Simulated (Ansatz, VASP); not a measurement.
## Two plane-wave programs on K3TeF

```
Te F K
1.0
     5.36898    0.00000    0.00000
     0.00000    5.36898    0.00000
     0.00000    0.00000    5.36898
Te F K
1 1 3
Direct
  0.00000 0.00000 0.00000
  0.50000 0.50000 0.50000
  0.50000 0.50000 0.00000
  0.50000 0.00000 0.50000
  0.00000 0.50000 0.50000
```

The cell comes from a database or a generator and needn't be the stable form of this composition.

Alike in both runs: task single point; functional LDA; k mesh 4 × 4 × 4; occupations gaussian, width 0.05 eV; no spin polarisation.

|  | VASP | Ansatz |
| --- | --- | --- |
| version | VASP 6.6.1 | Ansatz 0.2.0 |
| potentials or method | VASP PAW LDA potentials, release 64 (Te, F, K_sv) | scalar-relativistic, plane waves, PAW |
| plane-wave cutoff (eV) | 520 | 420 |
| valence electrons in the cell | 40 | 50 |

```tsv
	VASP	Ansatz	Ansatz less VASP
gap on the k mesh at the Fermi level (eV)	1.96	1.95	-0.010
least direct gap on the mesh (eV)	1.96	1.95	-0.010
pressure (GPa)	-3.0	-3.0	-0.03
```

The two sets of potentials don't hold the same shells in valence.

Caveats: spin-orbit coupling is left out, which moves the levels of the heavy elements. As with any semilocal functional, this LDA gap is likely too small.
